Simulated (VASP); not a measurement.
A convergence study with VASP on CdTe (zinc blende): one setting is varied, all else stays as given below, so the limit is that of these other settings. Each run relaxes cell and ions from the cell shown. The basis is that of the starting cell, so low cut-offs carry a Pulay error.

```
CdTe
1.0
    0.00000     3.24000     3.24000
    3.24000     0.00000     3.24000
    3.24000     3.24000     0.00000
Cd Te
1 1
Direct
  0.00000   0.00000   0.00000
  0.25000   0.25000   0.25000
```

All values below come from PBE GGA, VASP's PBE PAW potentials (set 64) (plane waves; VASP). The tightest run used: 700 eV cut-off, 6×6×6 Γ-centred mesh, Gaussian smearing of 0.050 eV, potentials Cd Te.

Unless said otherwise, spin-orbit coupling is left out, though it shifts the bands of the heavy elements here. Gaps are read on the run's mesh, which can miss a band edge.

Problem. The settings run are ENCUT = 200; ENCUT = 250; ENCUT = 300; ENCUT = 350; ENCUT = 400; ENCUT = 450; ENCUT = 500; ENCUT = 550; ENCUT = 600; ENCUT = 650; ENCUT = 700. From which on does the relaxed volume stay within 0.05 Å³/atom of the tightest run?

Solution. From ENCUT = 500 on: it is off by 0.003 there and by no more than 0.05 in any finer run, while ENCUT = 450 is off by 0.144.
| setting | relaxed volume (Å³/atom) | E (eV/atom) | gap on the mesh (eV) | plane waves | difference judged (Å³/atom) |
|---|---|---|---|---|---|
| ENCUT = 200 | 28.407 | -2.6463 | 1.321 | 447 | 7.920 |
| ENCUT = 250 | 33.550 | -2.3755 | 0.809 | 624 | 2.777 |
| ENCUT = 300 | 36.178 | -2.4013 | 0.580 | 821 | 0.149 |
| ENCUT = 350 | 36.147 | -2.3984 | 0.583 | 1020 | 0.180 |
| ENCUT = 400 | 36.012 | -2.3981 | 0.597 | 1258 | 0.315 |
| ENCUT = 450 | 36.183 | -2.4014 | 0.585 | 1488 | 0.144 |
| ENCUT = 500 | 36.324 | -2.4034 | 0.574 | 1759 | 0.003 |
| ENCUT = 550 | 36.345 | -2.4033 | 0.572 | 2012 | 0.018 |
| ENCUT = 600 | 36.320 | -2.4029 | 0.574 | 2285 | 0.007 |
| ENCUT = 650 | 36.313 | -2.4029 | 0.575 | 2637 | 0.014 |
| ENCUT = 700 | 36.327 | -2.4032 | 0.574 | 2884 | 0.000 |

Left out are rungs that failed or repeat a setting and relaxations that didn't move; long series are thinned to 24 rows.

The compound is CdTe in the zinc blende structure.
